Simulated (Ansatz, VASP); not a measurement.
**Cross-check of Sn2C between VASP and Ansatz**

Aim: how closely do two programs agree when they are given the same cell, functional and k mesh? The cell is generated by rule, not measured, and may not be a known phase. The cell is taken from a series of runs on this material, whose earlier steps may have relaxed, scaled, displaced or heated it; both programs get it as it stands.

Main program and level: Ansatz 0.2.0; plane waves, with VASP 6.6.1 beside it; single point at PBEsol.

The structure was built from a prototype and need not be the compound's stable phase.

**1. The starting structure**

Symmetry: Pccm, No. 49, orthorhombic system. The conventional cell has a = 5.021 Å, b = 7.101 Å, c = 7.101 Å, α = 90.00°, β = 90.00°, γ = 90.00°. Nearest to C lie 4 Sn at 2.11 to 2.24 Å. Nearest to Sn lie 2 C at 2.11 Å. Nearest to Sn lie 2 C at 2.24 Å. Nearest to Sn lie 2 C at 2.18 Å. Farther neighbours are not listed.

**2. Ansatz: single point, PBEsol**

Ansatz runs on its default PAW (the set named soft_2) files.

A single point gives forces, pressure and levels at one fixed geometry, so differences don't come from the geometry; what else differs is listed under the comparison.

Contents of input.yaml:

```yaml
crystal:
  lattice:
    - [-5.0213021337, 0.0, 0.0]
    - [0.0, -5.0213021337, -5.0213021337]
    - [0.0, -5.0213021337, 5.0213021337]
  atoms:
    - { symbol: C, position: [0.0, 0.4887342882, 0.5] }
    - { symbol: C, position: [0.0, 0.0112657118, 0.0] }
    - { symbol: C, position: [0.5, 0.0112657118, 0.5] }
    - { symbol: C, position: [0.5, 0.4887342882, 0.0] }
    - { symbol: Sn, position: [0.75, 0.25, 0.5] }
    - { symbol: Sn, position: [0.75, 0.75, 0.0] }
    - { symbol: Sn, position: [0.25, -0.0049085197, 0.25] }
    - { symbol: Sn, position: [0.25, 0.5049085197, 0.75] }
    - { symbol: Sn, position: [0.25, -0.0049085197, 0.75] }
    - { symbol: Sn, position: [0.25, 0.5049085197, 0.25] }
    - { symbol: Sn, position: [0.75, 0.75, 0.5] }
    - { symbol: Sn, position: [0.75, 0.25, 0.0] }
kpoints:
  mp_grid: { grid: [8, 6, 6] }
hamiltonian:
  xc: pbesol
scf:
  occupations: { method: methfessel_paxton, width: 0.2 }
output:
  forces: true
  stress: true
  eigenvalues: true
```

Launch:

```console
> ansatz run input.yaml --threads 8 --pin off --max-ram 14336MiB --backend cpu --events-out ev --progress --plain --runs-dir out
```

Numbers of over 12 decimals in the logs are rounded to 6 here.

The log of the run:

```text
Engine: ansatz 0.2.0, aarch64-unknown-linux-gnu
Pseudopotentials: kind: paw
Pseudopotential: C, paw, valence charge 4, recommended cutoff 420 eV (normal), C.paw.azcp
Pseudopotential: Sn, paw, valence charge 14, recommended cutoff 420 eV (normal), Sn.paw.azcp
Functional definition: PBEsol
  exchange = pbesol_x
  correlation = pbesol_c
Crystal: 12 atoms, lattice volume = 253.209 Å³
Basis set: ecut = 420 eV, 4981 PW (Γ), exchange–correlation on 72×96×96 points (8 copies of the dense FFT grid, shifted against one another)
Bands: 77, of which v1, the nominal top of the filled ones, is band 64 counted from 1 (63 counted from 0)
Symmetry: 8 space group operations
Space group: Pccm (ITA 49), of the structure as read, at distance tolerance 6.3e-5 Å
k-points: 80 of 288
Non-local potential: C, projectors of the file, l = 0: 2, l = 1: 2, l = 2: 1
Non-local potential: Sn, projectors of the file, l = 0: 2, l = 1: 2, l = 2: 2, l = 3: 2
PAW form: soft (Blöchl's): semilocal exchange-correlation on the pseudo side does not see the compensation charge
PAW frozen core: C, regenerated for the run's functional, and the local potential with it (the file was generated under x = pbe(κ = 0.804, μ = 0.219515), c = pbe(β = 0.066725))
PAW frozen core: Sn, regenerated for the run's functional, and the local potential with it (the file was generated under x = pbe(κ = 0.804, μ = 0.219515), c = pbe(β = 0.066725))
PAW one-centre angular grid: C, 110 points (default); XC on 64 Gauss nodes
PAW one-centre angular grid: Sn, 590 points (default); XC on 64 Gauss nodes
Initial density: superposition of atomic densities (neutral atoms: chi_scale 0, normalization atom), corrected by the library's trained network
Initial wavefunctions: pseudopotential atomic-orbital guess
Functional: x = pbesol(κ = 0.804, μ = 0.123457), c = pbesol(β = 0.046)
SCF iter   1: F=—  HF=-48570.857946 eV  |F-HF|=—  |Δ(HF+E_count)|=         —  Δρ=1.37e-2  dr2=7.59e-1  ethr=1.77e-3  ⟨swp⟩=7.5  Hψ=25359  notcnv=0
preconditioner: auto → Kerker (q_TF=auto, 2.435 Å⁻¹)  [metal: Δε(μ)=0.003 eV  Ē_g=17.623 eV  σ=0.200 eV  W_gap=0.01  n_scr=62 (ndim 8)  ℏωp=26.4 eV  f_vac=0.000  D(μ)=5.79/eV (n_scr^D=38)]
SCF iter   2: F=—  HF=-48570.721569 eV  |F-HF|=—  |Δ(HF+E_count)|=   1.36e-1  S|Δr|=    0.00e0  Δρ=6.07e-3  dr2=1.68e-1  ethr=5.93e-4  ⟨swp⟩=1.8  Hψ=7290  notcnv=0
SCF iter   3: F=—  HF=-48570.687146 eV  |F-HF|=—  |Δ(HF+E_count)|=   3.44e-2  S|Δr|=    0.00e0  Δρ=1.08e-3  dr2=3.03e-3  ethr=1.31e-4  ⟨swp⟩=2.0  Hψ=7668  notcnv=0
SCF iter   4: F=—  HF=-48570.686913 eV  |F-HF|=—  |Δ(HF+E_count)|=   2.32e-4  S|Δr|=    0.00e0  Δρ=2.26e-4  dr2=2.16e-4  ethr=2.37e-6  ⟨swp⟩=2.0  Hψ=7814  notcnv=0
SCF iter   5: F=—  HF=-48570.686880 eV  |F-HF|=—  |Δ(HF+E_count)|=   3.34e-5  S|Δr|=    0.00e0  Δρ=9.19e-5  dr2=2.42e-5  ethr=1.69e-7  ⟨swp⟩=2.0  Hψ=8782  notcnv=0
SCF iter   6: F=—  HF=-48570.686965 eV  |F-HF|=—  |Δ(HF+E_count)|=   8.46e-5  S|Δr|=    0.00e0  Δρ=1.59e-5  dr2=9.75e-7  ethr=1.89e-8  ⟨swp⟩=2.0  Hψ=8886  notcnv=0  defer=111
SCF iter   7: F=-48570.686964 eV  HF=-48570.686964 eV  |F-HF|=2.86e-8  |Δ(HF+E_count)|=   9.02e-8  S|Δr|=    0.00e0  Δρ=4.70e-6  dr2=8.37e-8  ethr=7.81e-11  ⟨swp⟩=12.2  Hψ=33025  notcnv=0
SCF 1 converged in 7 iterations: F = -48570.686964 eV  dr2 = 8.37e-8
  greatest PAW one-centre occupation: 0.992 electrons in one spin orbital (limit 2), on the Sn atom at site 10 (counted from 0), in its partial waves of l = 2
SCF converged after 7 iterations
Stability not checked: this state was not tested for a lower state beside it, because cold or Methfessel-Paxton smearing, or corrected tetrahedra, fill the levels in a way that the test cannot read (fill_not_monotonic; see scf.lower_state_search)
Free energy (F): -48570.686964 eV
Harris-Foulkes:  -48570.686964 eV  (|F-HF|=2.86e-8)
Internal energy: -48570.682862 eV  (E = F + TS)
E sigma→0 (E₀):  -48570.685939 eV
Entropy (-TS):   -0.004102 eV (-0.342 meV/atom)
Fermi energy:    10.077750 eV
Step filling:    the computed levels leave a gap of 0.0015 eV = 0.0 smearing widths at the electron count; against every level under it full and every level over it empty, smearing changes F+E_penalty+E_count by -2.761 meV and its σ→0 estimate by -1.736 meV
--- Per-component energies (eV) ---
  E_band       = -692.231484
  E_kinetic    = 1834.148896
  E_local      = -7474.680214  (includes V_loc(G=0)·N_el)
  E_nonlocal   = -128.732764
  E_hartree    = 4479.746216
  E_xc         = -3215.651671
  E_vxc        = -1001.781260  (∫ρ·V_xc dr)
  E_paw        = -32911.744835  (= ΣΔE_a)
  E_vpaw       = -2880.687768  (= ΣTr[D̂ρ^β])
  E_aug_tail   = 0.000016  (compensation charges beyond the density's cutoff)
  E_ewald      = -11156.131626
  E_core_change = 2.363120  (= ΣΔE_core)
  E_smearing   = -0.004102  (= −TS)
  E_closure    = 0.000000  (closes the sum)
  Σ components = -48570.686964   (vs F -48570.686964, Δ=0.00e0)
--- Forces (eV/Å), atoms counted from 1 ---
  atom   1  C     -0.10900201    -0.01870793    -0.01870793
  atom   2  C     -0.10900201     0.01870793     0.01870793
  atom   3  C      0.10900201     0.01870793     0.01870793
  atom   4  C      0.10900201    -0.01870793    -0.01870793
  atom   5  Sn     0.00000000    -0.00000000     0.00000000
  atom   6  Sn    -0.00000000     0.00000000    -0.00000000
  atom   7  Sn    -0.00000000     0.29503258     0.29503258
  atom   8  Sn    -0.00000000    -0.29503258    -0.29503258
  atom   9  Sn     0.00000000     0.29503258     0.29503258
  atom  10  Sn     0.00000000    -0.29503258    -0.29503258
  atom  11  Sn     0.00000000     0.00000000    -0.00000000
  atom  12  Sn     0.00000000    -0.00000000    -0.00000000
  max |Σ_I F_I| component: 8.67e-19 eV/Å
--- Stress (GPa, compression-positive) ---
        0.376949      -0.000000       0.000000
       -0.000000       0.065433       0.334731
       -0.000000       0.334731       0.065433
  P = ⅓ Tr σ = 0.1693 GPa (1.693 kbar)
--- Band table (eV; the first three rows and the last of 80) ---
  k-point 0: bands = [... 60 lower, 7.4214, 8.9560, 8.9876, 11.5913, 11.6798, 11.7955, 11.7976, 11.8401, ... 9 higher]
  k-point 1: bands = [... 60 lower, 7.8039, 8.9879, 9.2687, 11.0480, 11.1162, 11.2774, 11.3523, 11.4353, ... 9 higher]
  k-point 2: bands = [... 60 lower, 8.4036, 8.9971, 9.9886, 10.2076, 10.2534, 10.6393, 10.7602, 10.8266, ... 9 higher]
  k-point 79: bands = [... 60 lower, 8.9579, 8.9579, 8.9814, 8.9814, 11.6737, 11.6737, 11.7919, 11.7919, ... 9 higher]
```

The run ends at a pressure of 0.17 GPa, with forces up to 0.42 eV/Å.

**3. VASP: single point, PBEsol**

The same cell, functional, mesh and smearing now go to VASP, with its own data sets.

Lines of VASP's logs that name or quote its potential files are left out, and so is its time.

Contents of INCAR:

```
SYSTEM = Sn2C
PREC = Accurate
ENCUT = 600
EDIFF = 1E-06
NELM = 120
ISMEAR = 1
SIGMA = 0.2
LREAL = .FALSE.
ALGO = Normal
GGA = PS
NBANDS = 79
LORBIT = 11
LWAVE = .FALSE.
LCHARG = .FALSE.
ISIF = 2
LASPH = .TRUE.
GGA_COMPAT = .FALSE.
KPAR = 2
```

Contents of POSCAR:

```
Sn2C
1.0
   -5.0213021337      0.0000000000      0.0000000000
    0.0000000000     -5.0213021337     -5.0213021337
    0.0000000000     -5.0213021337      5.0213021337
C Sn
4 8
Direct
    0.0000000000      0.4887342882      0.5000000000
    0.0000000000      0.0112657118      0.0000000000
    0.5000000000      0.0112657118      0.5000000000
    0.5000000000      0.4887342882      0.0000000000
    0.7500000000      0.2500000000      0.5000000000
    0.7500000000      0.7500000000      0.0000000000
    0.2500000000      0.9950914803      0.2500000000
    0.2500000000      0.5049085197      0.7500000000
    0.2500000000      0.9950914803      0.7500000000
    0.2500000000      0.5049085197      0.2500000000
    0.7500000000      0.7500000000      0.5000000000
    0.7500000000      0.2500000000      0.0000000000
```

Contents of KPOINTS:

```
Automatic mesh
0
Gamma
8 6 6
0 0 0
```

The projector-augmented-wave data sets are C and Sn_d (PBE family, release 64).

Launch:

```console
> mpirun -np 2 vasp_std
```

The log of the run:

```text
[banner, memory and clock lines left out]
running    2 mpi-ranks, on    1 nodes
 distrk:  each k-point on    1 cores,    2 groups
 distr:  one band on    1 cores,    1 groups

 POSCAR found type information on POSCAR C Sn
 POSCAR found :  2 types and      12 ions
|                                                                             |
|               ----> ADVICE to this user running VASP <----                  |
|                                                                             |
|     You enforced a specific xc type in the INCAR file but a different       |
|     [... a line on the potential file left out ...]
|     I HOPE YOU KNOW WHAT YOU ARE DOING!                                     |
|                                                                             |

 LDA part: xc-table for (Slater+PW92), standard interpolation
 POSCAR, INCAR and KPOINTS ok, starting setup
 FFT: planning ... GRIDC
 FFT: planning ... GRID_SOFT
 FFT: planning ... GRID
 WAVECAR not read
 entering main loop
       N       E                     dE             d eps       ncg     rms          rms(c)
DAV:   1     0.172767686378E+04    0.17277E+04   -0.63249E+04 13753   0.271E+03
DAV:   2     0.291847121897E+03   -0.14358E+04   -0.13920E+04 12640   0.797E+02
DAV:   3    -0.296161399574E+02   -0.32146E+03   -0.30696E+03 13506   0.267E+02
DAV:   4    -0.633768044683E+02   -0.33761E+02   -0.32401E+02 15128   0.840E+01
DAV:   5    -0.649942778688E+02   -0.16175E+01   -0.15961E+01 14564   0.176E+01    0.142E+01
DAV:   6    -0.582415197374E+02    0.67528E+01   -0.25532E+01 16788   0.224E+01    0.578E+00
DAV:   7    -0.584364945790E+02   -0.19497E+00   -0.51460E+00 13961   0.835E+00    0.356E+00
DAV:   8    -0.584053370797E+02    0.31157E-01   -0.11429E+00 17342   0.397E+00    0.125E+00
DAV:   9    -0.583596250341E+02    0.45712E-01   -0.15294E-01 15334   0.182E+00    0.276E-01
DAV:  10    -0.583626202673E+02   -0.29952E-02   -0.39188E-02 14232   0.880E-01    0.130E-01
DAV:  11    -0.583626880014E+02   -0.67734E-04   -0.15877E-03 16450   0.259E-01    0.642E-02
DAV:  12    -0.583626090207E+02    0.78981E-04   -0.27229E-04 17498   0.738E-02    0.241E-02
DAV:  13    -0.583626156798E+02   -0.66591E-05   -0.11954E-04 17022   0.386E-02    0.180E-02
DAV:  14    -0.583626103398E+02    0.53400E-05   -0.19501E-05 12754   0.197E-02    0.473E-03
DAV:  15    -0.583626101673E+02    0.17251E-06   -0.29931E-06 10410   0.646E-03
   1 F= -.58362610E+02 E0= -.58361260E+02  d E =-.404985E-02
```

Parts of OUTCAR (step 3):

```text
ion  position               nearest neighbor table
   1  0.000  0.489  0.500-   5 2.11   8 2.18  10 2.18  11 2.24
   2  0.000  0.011  0.000-  12 2.11   9 2.18   7 2.18   6 2.24
   3  0.500  0.011  0.500-   5 2.11   7 2.18   9 2.18  11 2.24
   4  0.500  0.489  0.000-  12 2.11  10 2.18   8 2.18   6 2.24
   5  0.750  0.250  0.500-   1 2.11   3 2.11  11 3.55  12 3.55  12 3.55  11 3.55   7 3.57   8 3.57
                             9 3.57  10 3.57   7 3.57   8 3.57   9 3.57  10 3.57
   6  0.750  0.750  0.000-   2 2.24   4 2.24   7 3.53   8 3.53   9 3.53  10 3.53   7 3.53   8 3.53
                             9 3.53  10 3.53  11 3.55  12 3.55  11 3.55  12 3.55
   7  0.250  0.995  0.250-   2 2.18   3 2.18  10 3.48   6 3.53  11 3.53   6 3.53  11 3.53   9 3.55
                             9 3.55   5 3.57  12 3.57   5 3.57  12 3.57  10 3.62
   8  0.250  0.505  0.750-   1 2.18   4 2.18   9 3.48   6 3.53  11 3.53   6 3.53  11 3.53  10 3.55
                            10 3.55   5 3.57  12 3.57   5 3.57  12 3.57   9 3.62
   9  0.250  0.995  0.750-   2 2.18   3 2.18   8 3.48   6 3.53  11 3.53   6 3.53  11 3.53   7 3.55
                             7 3.55   5 3.57  12 3.57   5 3.57  12 3.57   8 3.62
  10  0.250  0.505  0.250-   1 2.18   4 2.18   7 3.48   6 3.53  11 3.53   6 3.53  11 3.53   8 3.55
                             8 3.55   5 3.57  12 3.57   5 3.57  12 3.57   7 3.62
  11  0.750  0.750  0.500-   1 2.24   3 2.24   7 3.53   8 3.53   9 3.53  10 3.53   7 3.53   8 3.53
                             9 3.53  10 3.53   5 3.55   6 3.55   6 3.55   5 3.55
  12  0.750  0.250  0.000-   2 2.11   4 2.11   5 3.55   6 3.55   5 3.55   6 3.55   9 3.57  10 3.57
                             7 3.57   8 3.57   7 3.57   8 3.57   9 3.57  10 3.57

  LATTYP: Found a simple tetragonal cell.
 ALAT       =     7.1011935783
 C/A-ratio  =     0.7071067812

 Subroutine GETGRP returns: Found  8 space group operations
 (whereof  2 operations were pure point group operations)

The static configuration has the point symmetry C_1h.
 The point group associated with its full space group is D_2h.

 Found     80 irreducible k-points:

   k-points           NKPTS =     80   k-points in BZ     NKDIM =     80   number of bands    NBANDS=     79

   dimension x,y,z NGX =    40 NGY =   60 NGZ =   60
   dimension x,y,z NGXF=    80 NGYF=  120 NGZF=  120

   ENCUT  =  600.0 eV  44.10 Ry    6.64 a.u.  10.03 14.18 14.18*2*pi/ulx,y,z

   NELECT =     128.0000    total number of electrons

 k-points in reciprocal lattice and weights: Automatic mesh
   0.00000000  0.00000000  0.00000000       0.003
   0.12500000  0.00000000  0.00000000       0.007
   0.25000000  0.00000000  0.00000000       0.007
   0.37500000  0.00000000  0.00000000       0.007
   0.50000000  0.00000000  0.00000000       0.003
   0.00000000  0.16666667  0.00000000       0.007
   0.00000000  0.00000000  0.16666667       0.007
   0.12500000  0.16666667  0.00000000       0.014
   0.12500000  0.00000000  0.16666667       0.014
[...]
0.37500000  0.50000000  0.50000000       0.007
   0.50000000  0.50000000  0.50000000       0.003

 average (electrostatic) potential at core
       1 -48.3131       2 -48.3131       3 -48.3131       4 -48.3131       5 -99.5319
       6 -99.3699       7 -99.4528       8 -99.4528       9 -99.4528      10 -99.4528
      11 -99.3699      12 -99.5319

 E-fermi :   7.3898

 k-point     1 :       0.0000    0.0000    0.0000
  band No.  band energies     occupation
    ...
     59       4.1323      2.00000
     60       4.7139      2.00000
     61       4.7342      2.00000
     62       6.2650      2.00000
     63       6.2960      2.00000
     64       8.9067     -0.00000
     65       8.9939     -0.00000
     66       9.1024     -0.00000
     67       9.1045     -0.00000
     68       9.1490     -0.00000
    ...

 k-point     2 :       0.1250    0.0000    0.0000
  band No.  band energies     occupation
    ...
     59       4.3599      2.00000
     60       4.5417      2.00000
     61       5.7748      2.00000
     62       6.4143      2.00000
     63       6.4343      2.00000
     64       8.5703     -0.00000
     65       8.5822     -0.00000
     66       8.5830     -0.00000
     67       8.8346     -0.00000
     68       8.9814     -0.00000
    ...

 k-point     3 :       0.2500    0.0000    0.0000
  band No.  band energies     occupation
    ...
     59       5.3166      2.00000
     60       5.5566      2.00000
     61       6.6702      2.00000
     62       6.6854      2.00001
     63       6.9579      2.00925
     64       7.6028     -0.06130
     65       8.1241     -0.00000
     66       8.1554     -0.00000
     67       8.6654     -0.00000
     68       8.8519     -0.00000
    ...

  Total        0.4694446     -0.0217738     -0.0217738     -0.0000000      0.5164830      0.0000000
  in kB        2.9704061     -0.1377733     -0.1377733     -0.0000000      3.2680412      0.0000000
  external PRESSURE =       0.8982865 kB  Pullay stress =       0.0000000 kB

  energy-cutoff  :      600.00
  volume of cell :      253.21
      direct lattice vectors                 reciprocal lattice vectors
    -5.021302134  0.000000000  0.000000000    -0.199151529  0.000000000  0.000000000
     0.000000000 -5.021302134 -5.021302134     0.000000000 -0.099575765 -0.099575765
     0.000000000 -5.021302134  5.021302134     0.000000000 -0.099575765  0.099575765

 POSITION                                       TOTAL-FORCE (eV/Angst)
 -----------------------------------------------------------------------------------
      0.00000     -4.96473      0.05657        -0.106111     -0.013523     -0.013523
      0.00000     -0.05657     -0.05657        -0.106111      0.013523      0.013523
     -2.51065     -2.56722      2.45408         0.106111      0.013523      0.013523
     -2.51065     -2.45408     -2.45408         0.106111     -0.013523     -0.013523
     -3.76598     -3.76598      1.25533        -0.000000     -0.000000      0.000000
     -3.76598     -3.76598     -3.76598        -0.000000     -0.000000      0.000000
     -1.25533     -6.25198     -3.74133        -0.000000      0.294049      0.294049
     -1.25533     -6.30127      1.23068        -0.000000     -0.294049     -0.294049
     -1.25533     -8.76263     -1.23068        -0.000000      0.294049      0.294049
     -1.25533     -3.79062     -1.27997        -0.000000     -0.294049     -0.294049
     -3.76598     -6.27663     -1.25533        -0.000000     -0.000000      0.000000
     -3.76598     -1.25533     -1.25533        -0.000000     -0.000000      0.000000
 -----------------------------------------------------------------------------------
    total drift:                               -0.000000     -0.000000     -0.000000

  FREE ENERGIE OF THE ION-ELECTRON SYSTEM (eV)
  ---------------------------------------------------
  free  energy   TOTEN  =       -58.3626101673 eV

  energy  without entropy=      -58.3585603124  energy(sigma->0) =      -58.36126022

 total charge
# of ion       s       p       d       tot
------------------------------------------
    1        0.936   1.352   0.000   2.288
    2        0.936   1.352   0.000   2.288
    3        0.936   1.352   0.000   2.288
    4        0.936   1.352   0.000   2.288
    5        1.153   1.141  10.048  12.343
    6        1.191   1.000  10.033  12.224
    7        1.171   1.063  10.039  12.273
    8        1.171   1.063  10.039  12.273
    9        1.171   1.063  10.039  12.273
   10        1.171   1.063  10.039  12.273
   11        1.191   1.000  10.033  12.224
   12        1.153   1.141  10.048  12.343
--------------------------------------------------
tot         13.114  13.945  80.318 107.377

[... 3 further parts left out ...]
```

The run ends at a pressure of 0.09 GPa, with forces up to 0.42 eV/Å.

**4. Comparison**

Known differences besides the potentials themselves: the cutoff is 420 eV in Ansatz and 600 eV in VASP; Ansatz makes its cores anew for this functional, VASP keeps those of its PBE data sets. Total energies have different zeros and are not compared.

Both answers:

```tsv
quantity	Ansatz	VASP	difference
pressure (GPa)	0.17	0.09	+0.08
```

Forces on 7 of the 12 atoms, those with the largest forces and the largest differences (eV/Å; atoms numbered as in POSCAR):

```tsv
atom	Ansatz x, y, z	VASP x, y, z
C1	-0.109, -0.019, -0.019	-0.106, -0.014, -0.014
C2	-0.109, 0.019, 0.019	-0.106, 0.014, 0.014
C3	0.109, 0.019, 0.019	0.106, 0.014, 0.014
Sn7	0.000, 0.295, 0.295	0.000, 0.294, 0.294
Sn8	0.000, -0.295, -0.295	0.000, -0.294, -0.294
Sn9	0.000, 0.295, 0.295	0.000, 0.294, 0.294
Sn10	0.000, -0.295, -0.295	0.000, -0.294, -0.294
```

The forces differ by 2.7 meV/Å r.m.s., which is 1.9 % of the r.m.s. force of 0.143 eV/Å (both taken over all components).

**5. What came out**

```
r.m.s. force difference (single point, PBEsol) : 2.7 meV/Å
```

**Reading.** The r.m.s. force difference is 2.7 meV/Å (single point, PBEsol), within the 12 meV/Å picked in this series as the mark of a large difference. Such differences can come from data sets, numerical settings and the points named under the comparisons, not from the functional's error against experiment.

[Lines on the potential files, build, host, timing and source positions are cut from VASP's logs without a mark.]

[Logs are printed without paths, hosts, clocks, repeated set-up lines and the standing remarks that a program may print on its own settings, such as how far it seeks lower states.]

[Hosts, paths, dates, database ids (printed as entryN), source tags and the programs' standing remarks are cut or masked in the printed files.]
